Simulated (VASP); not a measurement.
These are AM05 GGA, VASP's PBE PAW potentials (set 64) (plane waves; VASP 6.6.1) values and carry that method's errors.

VASP ran on this input.

INCAR:
```
ALGO  =  Normal
EDIFF  =  1E-6
EDIFFG  =  -0.01
ENCUT  =  520
GGA  =  AM
IBRION  =  2
ISIF  =  3
ISMEAR  =  1
LASPH  =  .TRUE.
LCHARG  =  .FALSE.
LMAXMIX  =  4
LREAL  =  .FALSE.
LWAVE  =  .FALSE.
NELM  =  100
NSW  =  60
PREC  =  Accurate
SIGMA  =  0.1
SYSTEM  =  Bi
```

File KPOINTS:
```
kpoints
0
Gamma
  9 9 9
0 0 0
```

**POSCAR**
```
Bi
1
    4.1259283040    -2.2631681846    -0.0060555148
    4.1259283040     2.2631681846    -0.0060555148
    2.8899867947     0.0000000000     3.7139234758
Bi
2
Direct
  0.2356622141   0.2356622141   0.2356622141
  0.7643377859   0.7643377859   0.7643377859
```

POTCAR, in this order: Bi_d (PBE.64 set). Program: vasp_std.

The run wrote:

### OSZICAR
```
       N       E                     dE             d eps       ncg     rms          rms(c)
DAV:   1     0.295606334212E+03    0.29561E+03   -0.16725E+04  3230   0.190E+03
DAV:   2     0.160978013369E+02   -0.27951E+03   -0.27499E+03  3236   0.461E+02
DAV:   3    -0.715344863692E+01   -0.23251E+02   -0.22875E+02  3775   0.156E+02
DAV:   4    -0.795756987814E+01   -0.80412E+00   -0.80084E+00  3609   0.313E+01
DAV:   5    -0.799995207667E+01   -0.42382E-01   -0.42380E-01  4344   0.647E+00    0.103E+00
DAV:   6    -0.799432731840E+01    0.56248E-02   -0.17804E-02  4006   0.147E+00    0.617E-01
DAV:   7    -0.799191043667E+01    0.24169E-02   -0.12534E-02  3621   0.134E+00    0.977E-02
DAV:   8    -0.799205352113E+01   -0.14308E-03   -0.17193E-03  3530   0.526E-01    0.192E-02
DAV:   9    -0.799207495339E+01   -0.21432E-04   -0.83444E-05  4401   0.919E-02    0.117E-02
DAV:  10    -0.799207980405E+01   -0.48507E-05   -0.14053E-05  2670   0.231E-02    0.227E-03
DAV:  11    -0.799208022729E+01   -0.42324E-06   -0.83389E-07  2358   0.107E-02
   1 F= -.79920802E+01 E0= -.79921111E+01  d E =-.799208E+01
       N       E                     dE             d eps       ncg     rms          rms(c)
DAV:   1    -0.799289680651E+01   -0.81700E-03   -0.23989E-02  3557   0.248E+00    0.149E-01
DAV:   2    -0.799220995724E+01    0.68685E-03   -0.14252E-03  3503   0.603E-01    0.612E-02
DAV:   3    -0.799208101123E+01    0.12895E-03   -0.60587E-04  4115   0.364E-01    0.697E-03
DAV:   4    -0.799208099866E+01    0.12576E-07   -0.15339E-05  3340   0.399E-02    0.335E-03
DAV:   5    -0.799208099583E+01    0.28290E-08   -0.40675E-06  2916   0.222E-02
   2 F= -.79920810E+01 E0= -.79921118E+01  d E =-.768534E-06
```

File OUTCAR:
```
------------------------ aborting loop because EDIFF is reached ----------------------------------------
  FORCE on cell =-STRESS in cart. coord.  units (eV):
  Direction    XX          YY          ZZ          XY          YZ          ZX
  --------------------------------------------------------------------------------------
  Total       -0.0165664     -0.0142352     -0.0144925      0.0000000      0.0000000     -0.0007745
  in kB       -0.3816727     -0.3279629     -0.3338918      0.0000000      0.0000000     -0.0178447
  external PRESSURE =      -0.3478425 kB  Pullay stress =       0.0000000 kB
  volume of cell :       69.54
      direct lattice vectors                 reciprocal lattice vectors
     4.127604198 -2.264423470 -0.006262402     0.120992823 -0.220806756 -0.094135685
     4.127604198  2.264423470 -0.006262402     0.120992823  0.220806756 -0.094135685
     2.890977163  0.000000000  3.715779906     0.000407831  0.000000000  0.268805202
 POSITION                                       TOTAL-FORCE (eV/Angst)
 -----------------------------------------------------------------------------------
      2.62693      0.00000      0.87278        -0.004657      0.000000     -0.001547
      8.51926      0.00000      2.83047         0.004657      0.000000      0.001547
 -----------------------------------------------------------------------------------
    total drift:                               -0.000000     -0.000000      0.000000
  FREE ENERGIE OF THE ION-ELECTRON SYSTEM (eV)
  ---------------------------------------------------
  free  energy   TOTEN  =        -7.9920809958 eV

  energy  without entropy=       -7.9921735175  energy(sigma->0) =       -7.99211184

 reached required accuracy - stopping structural energy minimisation
```
(Selected blocks of OUTCAR.)

**CONTCAR**
```
Bi
   1.00000000000000
     4.1276041982867007   -2.2644234696295644   -0.0062624020324596
     4.1276041982867007    2.2644234696295644   -0.0062624020324596
     2.8909771634970745    0.0000000000000000    3.7157799063785353
  Bi
     2
Direct
     0.2356796850323035    0.2356796850323035    0.2356796850323035
     0.7643203149676965    0.7643203149676965    0.7643203149676965
```

The compound is Bi in the a7 structure. This run relaxes it. Symmetry was kept, so distortions that lower it aren't found. The start is the result of an earlier pass.
